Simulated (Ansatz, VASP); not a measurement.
# NbRu: VASP beside Ansatz

Wanted: the spread between two codes on one cell, functional and k mesh. The cell is taken from a series of runs on this material, whose earlier steps may have relaxed, scaled, displaced or heated it; both programs get it as it stands.

Method: plane waves, with VASP 6.6.1 beside it; relaxation of cell and atoms at PBEsol and zone-centre phonons at PBEsol, in Ansatz 0.2.0.

## Step 1: The starting structure

It takes space group Pm-3m (No. 221, cubic). Conventional cell: a = 3.142 Å, b = 3.142 Å, c = 3.142 Å, α = 90.00°, β = 90.00°, γ = 90.00°. Nearest to Nb lie 8 Ru at 2.72 Å. Nearest to Ru lie 8 Nb at 2.72 Å. Farther neighbours are not listed.

Coordinates:

```
Nb Ru
1.0
     3.14230    0.00000    0.00000
     0.00000    3.14230    0.00000
     0.00000    0.00000    3.14230
Nb Ru
1 1
Direct
  0.00000 0.00000 0.00000
  0.50000 0.50000 0.50000
```

## Step 2: VASP: relaxation of cell and atoms, PBEsol

The relaxed volume is the usual yardstick between codes: in a stiff, nearly cubic crystal its relative difference is about their pressure difference at one cell divided by the bulk modulus.

Lines of VASP's logs that name or quote its potential files are left out, and so is its time.

INCAR reads:

```
SYSTEM = NbRu
PREC = Accurate
ENCUT = 500
EDIFF = 1E-07
NELM = 120
ISMEAR = 0
SIGMA = 0.1
LREAL = .FALSE.
ALGO = Normal
GGA = PS
NBANDS = 19
LASPH = .TRUE.
LORBIT = 11
LWAVE = .FALSE.
LCHARG = .FALSE.
ISIF = 3
IBRION = 2
NSW = 80
EDIFFG = -0.005
GGA_COMPAT = .FALSE.
NELMIN = 4
KPAR = 2
```

POSCAR reads:

```
NbRu
1.0
    3.1422980000      0.0000000000      0.0000000000
    0.0000000000      3.1422980000      0.0000000000
    0.0000000000      0.0000000000      3.1422980000
Nb Ru
1 1
Direct
    0.0000000000      0.0000000000      0.0000000000
    0.5000000000      0.5000000000      0.5000000000
```

KPOINTS reads:

```
Automatic mesh
0
Gamma
10 10 10
0 0 0
```

The projector-augmented-wave data sets are Nb_sv and Ru_pv (PBE family, release 64).

Launch:

```console
> mpirun -np 2 vasp_std
```

Numbers of over 12 decimals in the logs are rounded to 6 here.

Log:

```text
[banner, memory and clock lines left out]
running    2 mpi-ranks, on    1 nodes
 distrk:  each k-point on    1 cores,    2 groups
 distr:  one band on    1 cores,    1 groups

 POSCAR found type information on POSCAR NbRu
 POSCAR found :  2 types and       2 ions
|                                                                             |
|               ----> ADVICE to this user running VASP <----                  |
|                                                                             |
|     You enforced a specific xc type in the INCAR file but a different       |
|     [... a line on the potential file left out ...]
|     I HOPE YOU KNOW WHAT YOU ARE DOING!                                     |
|                                                                             |

 LDA part: xc-table for (Slater+PW92), standard interpolation
 POSCAR, INCAR and KPOINTS ok, starting setup
 FFT: planning ... GRIDC
 FFT: planning ... GRID_SOFT
 FFT: planning ... GRID
 WAVECAR not read
 entering main loop
       N       E                     dE             d eps       ncg     rms          rms(c)
DAV:   1     0.284594903028E+03    0.28459E+03   -0.15662E+04  2128   0.146E+03
DAV:   2    -0.119207545038E+02   -0.29652E+03   -0.29132E+03  2387   0.515E+02
DAV:   3    -0.222707384159E+02   -0.10350E+02   -0.99819E+01  3266   0.879E+01
DAV:   4    -0.227090084418E+02   -0.43827E+00   -0.43499E+00  2833   0.144E+01
DAV:   5    -0.227270476463E+02   -0.18039E-01   -0.18019E-01  3327   0.259E+00    0.136E+01
DAV:   6    -0.215828876174E+02    0.11442E+01   -0.25199E+00  2829   0.153E+01    0.401E+00
DAV:   7    -0.215896706959E+02   -0.67831E-02   -0.15661E+00  3243   0.830E+00    0.406E+00
DAV:   8    -0.214254791377E+02    0.16419E+00   -0.68178E-01  2383   0.532E+00    0.120E+00
DAV:   9    -0.214276235696E+02   -0.21444E-02   -0.42762E-02  2697   0.194E+00    0.273E-01
DAV:  10    -0.214267616934E+02    0.86188E-03   -0.32414E-03  3178   0.542E-01    0.286E-02
DAV:  11    -0.214267837087E+02   -0.22015E-04   -0.20702E-04  3404   0.130E-01    0.295E-02
DAV:  12    -0.214267817919E+02    0.19168E-05   -0.24595E-05  2505   0.436E-02    0.835E-03
DAV:  13    -0.214267819830E+02   -0.19111E-06   -0.22348E-06  3337   0.141E-02    0.267E-03
DAV:  14    -0.214267813301E+02    0.65287E-06   -0.20667E-07  1592   0.553E-03    0.866E-04
DAV:  15    -0.214267813209E+02    0.92532E-08   -0.19951E-08  1211   0.138E-03
   1 F= -.21426781E+02 E0= -.21417729E+02  d E =-.214268E+02
 curvature:   0.00 expect dE= 0.000E+00 dE for cont linesearch  0.000E+00
 trial: gam= 0.00000 g(F)=  0.000E+00 g(S)=  0.195E-02 ort = 0.000E+00 (trialstep = 0.100E+01)
 search vector abs. value=  0.195E-02
 bond charge predicted
       N       E                     dE             d eps       ncg     rms          rms(c)
DAV:   1    -0.214901510193E+02   -0.63370E-01   -0.13410E+00  2131   0.136E+01    0.233E+00
DAV:   2    -0.215498386943E+02   -0.59688E-01   -0.12783E+00  2248   0.713E+00    0.287E+00
DAV:   3    -0.214277125866E+02    0.12213E+00   -0.58234E-01  2478   0.471E+00    0.442E-01
DAV:   4    -0.214244571044E+02    0.32555E-02   -0.32624E-02  3262   0.147E+00    0.272E-01
DAV:   5    -0.214248137605E+02   -0.35666E-03   -0.12727E-03  2720   0.338E-01    0.128E-01
DAV:   6    -0.214252244953E+02   -0.41073E-03   -0.10455E-03  3793   0.175E-01    0.514E-02
DAV:   7    -0.214252504692E+02   -0.25974E-04   -0.34319E-05  2424   0.530E-02    0.140E-02
DAV:   8    -0.214252526496E+02   -0.21804E-05   -0.74685E-06  3289   0.200E-02    0.183E-03
DAV:   9    -0.214252527546E+02   -0.10504E-06   -0.25227E-07  2108   0.599E-03    0.147E-03
DAV:  10    -0.214252526232E+02    0.13137E-06   -0.45504E-08  1199   0.207E-03    0.177E-04
DAV:  11    -0.214252526379E+02   -0.14641E-07   -0.51656E-09  1139   0.774E-04
   2 F= -.21425253E+02 E0= -.21416188E+02  d E =0.152868E-02
 trial-energy change:    0.001529  1 .order    0.001552   -0.001946    0.005050
 step:   0.2822(harm=  0.2781)  dis= 0.00000  next Energy=   -21.427056 (dE=-0.275E-03)
 bond charge predicted
       N       E                     dE             d eps       ncg     rms          rms(c)
DAV:   1    -0.214614668104E+02   -0.36214E-01   -0.69846E-01  2134   0.979E+00    0.163E+00
DAV:   2    -0.215042694051E+02   -0.42803E-01   -0.75703E-01  2305   0.537E+00    0.230E+00
DAV:   3    -0.214280219993E+02    0.76247E-01   -0.33835E-01  2585   0.364E+00    0.312E-01
DAV:   4    -0.214266978111E+02    0.13242E-02   -0.15383E-02  3238   0.981E-01    0.164E-01
DAV:   5    -0.214268566532E+02   -0.15884E-03   -0.57000E-04  2796   0.214E-01    0.843E-02
DAV:   6    -0.214270542325E+02   -0.19758E-03   -0.55696E-04  3582   0.118E-01    0.376E-02
DAV:   7    -0.214270604348E+02   -0.62022E-05   -0.22545E-05  2396   0.451E-02    0.135E-02
DAV:   8    -0.214270586732E+02    0.17616E-05   -0.64404E-06  3069   0.232E-02    0.967E-04
DAV:   9    -0.214270586575E+02    0.15682E-07   -0.13890E-07  1704   0.400E-03
   3 F= -.21427059E+02 E0= -.21418005E+02  d E =-.277337E-03
 curvature:  -0.14 expect dE=-0.428E-08 dE for cont linesearch -0.428E-08
 trial: gam= 0.00000 g(F)=  0.222E-65 g(S)=  0.307E-07 ort =-0.773E-05 (trialstep = 0.856E+00)
 search vector abs. value=  0.308E-07
 reached required accuracy - stopping structural energy minimisation
```

From OUTCAR (step 2):

```text
ion  position               nearest neighbor table
   1  0.000  0.000  0.000-   2 2.72   2 2.72   2 2.72   2 2.72   2 2.72   2 2.72   2 2.72   2 2.72

  LATTYP: Found a simple cubic cell.
 ALAT       =     3.1422980000

 Subroutine GETGRP returns: Found 48 space group operations
 (whereof 48 operations were pure point group operations)

The static configuration has the point symmetry O_h .

 Found     56 irreducible k-points:

   k-points           NKPTS =     56   k-points in BZ     NKDIM =     56   number of bands    NBANDS=     19

   dimension x,y,z NGX =    24 NGY =   24 NGZ =   24
   dimension x,y,z NGXF=    48 NGYF=   48 NGZF=   48

   ENCUT  =  500.0 eV  36.75 Ry    6.06 a.u.   5.73  5.73  5.73*2*pi/ulx,y,z

   NELECT =      27.0000    total number of electrons

 k-points in reciprocal lattice and weights: Automatic mesh
   0.00000000  0.00000000  0.00000000       0.001
   0.10000000  0.00000000  0.00000000       0.006
   0.20000000  0.00000000  0.00000000       0.006
   0.30000000  0.00000000  0.00000000       0.006
   0.40000000  0.00000000  0.00000000       0.006
   0.50000000  0.00000000  0.00000000       0.003
   0.10000000  0.10000000  0.00000000       0.012
   0.20000000  0.10000000  0.00000000       0.024
   0.30000000  0.10000000  0.00000000       0.024
[...]
0.50000000  0.50000000  0.40000000       0.006
   0.50000000  0.50000000  0.50000000       0.001

 average (electrostatic) potential at core
       1 -76.1609       2 -67.1148

 E-fermi :  12.8974

 k-point     1 :       0.0000    0.0000    0.0000
  band No.  band energies     occupation
    ...
      9       6.9013      2.00000
     10       6.9013      2.00000
     11      10.5038      2.00000
     12      10.5038      2.00000
     13      10.5038      2.00000
     14      13.7552      0.00000
     15      13.7552      0.00000
     16      16.4842      0.00000
     17      16.4842      0.00000
     18      16.4842      0.00000
    ...

 k-point     2 :       0.1000    0.0000    0.0000
  band No.  band energies     occupation
    ...
      9       7.0113      2.00000
     10       7.0838      2.00000
     11      10.4879      2.00000
     12      10.4879      2.00000
     13      10.5781      2.00000
     14      13.5006      0.00000
     15      13.8481      0.00000
     16      15.8953      0.00000
     17      15.8953      0.00000
     18      16.3310      0.00000
    ...

 k-point     3 :       0.2000    0.0000    0.0000
  band No.  band energies     occupation
    ...
     10       7.5757      2.00000
     11      10.4640      2.00000
     12      10.4640      2.00000
     13      10.7901      2.00000
     14      12.8179      1.73938
     15      14.0870      0.00000
     16      14.7636      0.00000
     17      14.7636      0.00000
     18      15.9191      0.00000
     19      19.4337      0.00000

  Total        0.0006519      0.0006519      0.0006519     -0.0000000      0.0000000     -0.0000000
  in kB        0.0337739      0.0337739      0.0337739     -0.0000000      0.0000000     -0.0000000
  external PRESSURE =       0.0337739 kB  Pullay stress =       0.0000000 kB

  energy-cutoff  :      500.00
  volume of cell :       30.92
      direct lattice vectors                 reciprocal lattice vectors
     3.138790683  0.000000000 -0.000000000     0.318594039  0.000000000 -0.000000000
    -0.000000000  3.138790683  0.000000000    -0.000000000  0.318594039 -0.000000000
     0.000000000  0.000000000  3.138790683     0.000000000 -0.000000000  0.318594039

 POSITION                                       TOTAL-FORCE (eV/Angst)
 -----------------------------------------------------------------------------------
      0.00000      0.00000      0.00000         0.000000     -0.000000      0.000000
      1.56940      1.56940      1.56940        -0.000000      0.000000      0.000000
 -----------------------------------------------------------------------------------
    total drift:                                0.000000      0.000000     -0.000000

  FREE ENERGIE OF THE ION-ELECTRON SYSTEM (eV)
  ---------------------------------------------------
  free  energy   TOTEN  =       -21.4270586575 eV

  energy  without entropy=      -21.4089516488  energy(sigma->0) =      -21.41800515

 reached required accuracy - stopping structural energy minimisation

 total charge
# of ion       s       p       d       tot
------------------------------------------
    1        2.229   6.046   2.364  10.638
    2        0.411   6.264   6.058  12.733
--------------------------------------------------
tot          2.640  12.309   8.422  23.371

[... 3 further parts left out ...]
```

CONTCAR:

```
NbRu
   1.00000000000000
     3.1387906833281365    0.0000000000000000   -0.0000000000000000
    -0.0000000000000000    3.1387906833281365    0.0000000000000000
     0.0000000000000000    0.0000000000000000    3.1387906833281365
  Nb              Ru
     1     1
Direct
     0.0000000000000000    0.0000000000000000    0.0000000000000000
     0.5000000000000000    0.5000000000000000    0.5000000000000000
```

## Step 3: Ansatz: relaxation of cell and atoms, PBEsol

Ansatz runs on its default PAW (the set named soft_2) files.

The same cell, functional, mesh and smearing now go to Ansatz, which takes its cutoff from its data sets.

input.yaml reads:

```yaml
crystal:
  lattice:
    - [3.1422975628, 0.0, 0.0]
    - [0.0, 3.1422975628, 0.0]
    - [0.0, 0.0, 3.1422975628]
  atoms:
    - { symbol: Nb, position: [0.0, 0.0, 0.0] }
    - { symbol: Ru, position: [0.5, 0.5, 0.5] }
kpoints:
  mp_grid: { grid: [10, 10, 10] }
hamiltonian:
  xc: pbesol
scf:
  occupations: { method: gaussian, width: 0.1 }
output:
  forces: true
  stress: true
  eigenvalues: true
relax:
  adjacent_minimum: "off"
  f_tol: 0.005
  max_steps: 80
  cell: { stress_tol: 0.05 }
```

Launch:

```console
> ansatz run input.yaml --threads 4 --pin off --max-ram 8192MiB --backend cpu --events-out ev --progress --plain --runs-dir out
```

Log:

```text
Engine: ansatz 0.2.0, x86_64-unknown-linux-gnu
Pseudopotentials: kind: paw
Pseudopotential: Nb, paw, valence charge 13, recommended cutoff 420 eV (normal), Nb.paw.azcp
Pseudopotential: Ru, paw, valence charge 16, recommended cutoff 420 eV (normal), Ru.paw.azcp
Functional definition: PBEsol
  exchange = pbesol_x
  correlation = pbesol_c
Crystal: 2 atoms, lattice volume = 31.027 Å³
Basis set: ecut = 420 eV, 619 PW (Γ), exchange–correlation on 48×48×48 points (8 copies of the dense FFT grid, shifted against one another)
Bands: 19, of which v1, the nominal top of the filled ones, is band 15 counted from 1 (14 counted from 0)
Symmetry: 48 space group operations
Space group: Pm-3m (ITA 221), of the structure as read, at distance tolerance 3.1e-5 Å
k-points: 56 of 1000
Non-local potential: Nb, projectors of the file, l = 0: 3, l = 1: 2, l = 2: 2, l = 3: 1
Non-local potential: Ru, projectors of the file, l = 0: 3, l = 1: 2, l = 2: 2, l = 3: 1
PAW form: soft (Blöchl's): semilocal exchange-correlation on the pseudo side does not see the compensation charge
PAW frozen core: Nb, regenerated for the run's functional, and the local potential with it (the file was generated under x = pbe(κ = 0.804, μ = 0.219515), c = pbe(β = 0.066725))
PAW frozen core: Ru, regenerated for the run's functional, and the local potential with it (the file was generated under x = pbe(κ = 0.804, μ = 0.219515), c = pbe(β = 0.066725))
PAW one-centre angular grid: Nb, 590 points (default); XC on 64 Gauss nodes
PAW one-centre angular grid: Ru, 590 points (default); XC on 64 Gauss nodes
Initial density: superposition of atomic densities (neutral atoms: chi_scale 0, normalization atom), corrected by the library's trained network
Initial wavefunctions: pseudopotential atomic-orbital guess
Functional: x = pbesol(κ = 0.804, μ = 0.123457), c = pbesol(β = 0.046)
SCF iter   1: F=—  HF=-10312.257896 eV  |F-HF|=—  |Δ(HF+E_count)|=         —  Δρ=9.47e-3  dr2=3.24e-2  ethr=1.77e-3  ⟨swp⟩=5.0  Hψ=4379  notcnv=0
preconditioner: auto → none  [metal: Δε(μ)=0.013 eV  Ē_g=5.191 eV  σ=0.100 eV  W_gap=0.07  n_scr=6 (ndim 8)  ℏωp=24.0 eV  f_vac=0.000  D(μ)=3.49/eV (n_scr^D=56)  sad-step TF]
SCF iter   2: F=—  HF=-10312.255167 eV  |F-HF|=—  |Δ(HF+E_count)|=   2.73e-3  Δρ=5.04e-3  dr2=1.03e-2  ethr=1.12e-4  ⟨swp⟩=1.2  Hψ=1522  notcnv=0
SCF iter   3: F=—  HF=-10312.253813 eV  |F-HF|=—  |Δ(HF+E_count)|=   1.35e-3  Δρ=6.06e-4  dr2=1.07e-4  ethr=3.57e-5  ⟨swp⟩=2.0  Hψ=1552  notcnv=0
SCF iter   4: F=—  HF=-10312.253808 eV  |F-HF|=—  |Δ(HF+E_count)|=   4.62e-6  Δρ=1.30e-4  dr2=3.22e-6  ethr=3.70e-7  ⟨swp⟩=2.0  Hψ=1579  notcnv=0
SCF iter   5: F=—  HF=-10312.253807 eV  |F-HF|=—  |Δ(HF+E_count)|=   5.41e-7  Δρ=1.07e-5  dr2=2.72e-8  ethr=1.11e-8  ⟨swp⟩=3.0  Hψ=1950  notcnv=0
SCF iter   6: F=-10312.253807 eV  HF=-10312.253807 eV  |F-HF|=1.43e-9  |Δ(HF+E_count)|=   2.82e-9  Δρ=2.12e-6  dr2=1.67e-9  ethr=9.37e-11  ⟨swp⟩=2.2  Hψ=3441  notcnv=0
SCF 1 converged in 6 iterations: F = -10312.253807 eV  dr2 = 1.67e-9
  greatest PAW one-centre occupation: 0.999 electrons in one spin orbital (limit 2), on the Ru atom at site 1 (counted from 0), in its partial waves of l = 0
relax step   1: F+E_penalty+E_count = -10312.25380738 eV  Δ(F+E_penalty+E_count) = +0.000e0 eV  max|allowed force component| = 2.038e-30 eV/Å  Δτ_max = 0.0000 Å  P = -0.590 GPa  Ω = 31.027 Å³  (6 SCF iters, dr2 threshold 1.00e-7 eV, accepted)
[...]
relax step   2: F+E_penalty+E_count = -10312.25351783 eV  Δ(F+E_penalty+E_count) = +2.895e-4 eV  max|allowed force component| = 6.640e-30 eV/Å  Δτ_max = 0.0000 Å  P = +1.113 GPa  Ω = 30.820 Å³  energy of the carried Pulay correction = +4.167e-5 eV  (6 SCF iters, dr2 threshold 2.00e-7 eV, rejected (line search))
[...]
relax step   3: F+E_penalty+E_count = -10312.25395538 eV  Δ(F+E_penalty+E_count) = -1.480e-4 eV  max|allowed force component| = 2.156e-29 eV/Å  Δτ_max = 0.0000 Å  P = -0.004 GPa  Ω = 30.955 Å³  energy of the carried Pulay correction = +1.447e-5 eV  (6 SCF iters, accepted)
[...]
relax step   4: F+E_penalty+E_count = -10312.25393077 eV  Δ(F+E_penalty+E_count) = +2.462e-5 eV  max|allowed force component| = 2.025e-29 eV/Å  Δτ_max = 0.0000 Å  P = -0.003 GPa  Ω = 30.955 Å³  stress off target by 2.58e-3 GPa  SCF on the basis re-selected at this cell (its energy is not comparable with the rows above)  (7 SCF iters)
basis re-selected at this cell: Δ(F+E_penalty+E_count) = +2.462e-5 eV, ΔP = +0.001 GPa vs the last step (what re-selecting the basis moved, of the pressure what is left beyond the Pulay correction that the steps carried, after the strain that the cell walked since its last selection, with what the two solves' SCF thresholds leave and, on support functions, any second-order correction that the steps lacked; it is no m [...]
SCF converged after 7 iterations
Free energy (F): -10312.253931 eV
Harris-Foulkes:  -10312.253931 eV  (|F-HF|=0.00e0)
Internal energy: -10312.235727 eV  (E = F + TS)
E sigma→0 (E₀):  -10312.244829 eV
Entropy (-TS):   -0.018203 eV (-9.102 meV/atom)
Fermi energy:    21.403739 eV
--- Per-component energies (eV) ---
  E_band       = -128.219998
  E_kinetic    = 911.187249
  E_local      = -2033.766576  (includes V_loc(G=0)·N_el)
  E_nonlocal   = 465.787907
  E_hartree    = 656.270097
  E_xc         = -364.769115
  E_vxc        = -452.226343  (∫ρ·V_xc dr)
  E_paw        = -6417.360666  (= ΣΔE_a)
  E_vpaw       = -331.742243  (= ΣTr[D̂ρ^β])
  E_aug_tail   = -0.000187  (compensation charges beyond the density's cutoff)
  E_ewald      = -3530.026442
  E_core_change = 0.442005  (= ΣΔE_core)
  E_smearing   = -0.018203  (= −TS)
  E_closure    = 0.000000  (closes the sum)
  Σ components = -10312.253931   (vs F -10312.253931, Δ=0.00e0)
--- Forces (eV/Å), atoms counted from 1 ---
  atom   1  Nb    -0.00000000    -0.00000000     0.00000000
  atom   2  Ru    -0.00000000     0.00000000     0.00000000
  max |Σ_I F_I| component: 2.68e-29 eV/Å
--- Stress (GPa, compression-positive) ---
       -0.002580      -0.000000      -0.000000
       -0.000000      -0.002580      -0.000000
       -0.000000      -0.000000      -0.002580
  P = ⅓ Tr σ = -0.0026 GPa (-0.026 kbar)
--- Band table (eV; the first three rows and the last of 56) ---
  k-point 0: bands = [... 11 lower, 19.0118, 19.0118, 19.0118, 22.2588, 22.2588, 24.9846, 24.9846, 24.9846]
  k-point 1: bands = [... 11 lower, 18.9963, 18.9963, 19.0863, 22.0048, 22.3518, 24.3967, 24.3967, 24.8316]
  k-point 2: bands = [... 11 lower, 18.9728, 18.9728, 19.2984, 21.3234, 22.5907, 23.2668, 23.2668, 24.4203]
  k-point 55: bands = [... 11 lower, 18.3960, 18.3960, 18.3960, 21.2228, 21.2228, 24.9365, 24.9365, 28.6306]
--- Relaxed structure (3 steps of the walk, 2 accepted, 1 SCFs on fresh bases) ---
  F+E_penalty+E_count = -10312.25393077 eV   max|allowed force component| = 2.025e-29 eV/Å   (the final SCF, on the basis selected at the relaxed cell)
  cell:  # Å, volume = 30.9552 Å³
    - [3.139868, 0, 0]
    - [0, 3.139868, 0.0]
    - [0, 0.0, 3.139868]
  atoms:
    - { symbol: Nb, position: [0, 0, 0] }
    - { symbol: Ru, position: [0.500000, 0.500000, 0.500000] }
```

The column dr2 measures how far the density is from self-consistency, as an energy; F and HF (Harris–Foulkes) agree once it is small.

## Step 4: Side by side

Known differences besides the potentials themselves: the data sets hold 29 valence electrons in Ansatz (on its default PAW (the set named soft_2) files) and 27 in VASP; the cutoff is 420 eV in Ansatz and 500 eV in VASP; Ansatz makes its cores anew for this functional, VASP keeps those of its PBE data sets; Ansatz adds a Pulay correction to the stress that steers its cell, VASP none. Total energies have different zeros and are not compared.

Both answers:

| quantity | Ansatz | VASP | difference |
| --- | --- | --- | --- |
| volume (Å³) | 30.96 | 30.92 | +0.10 % |
| edge a after relaxation, in the typed setting (Å) | 3.140 | 3.139 | +0.04 % |

(Continued in part 2 of 2.)

[Lines on the potential files, build, host, timing and source positions are cut from VASP's logs without a mark.]

[Logs are printed without paths, hosts, clocks, repeated set-up lines and the standing remarks that a program may print on its own settings, such as how far it seeks lower states.]

[Hosts, paths, dates, database ids (printed as entryN), source tags and the programs' standing remarks are cut or masked in the printed files.]
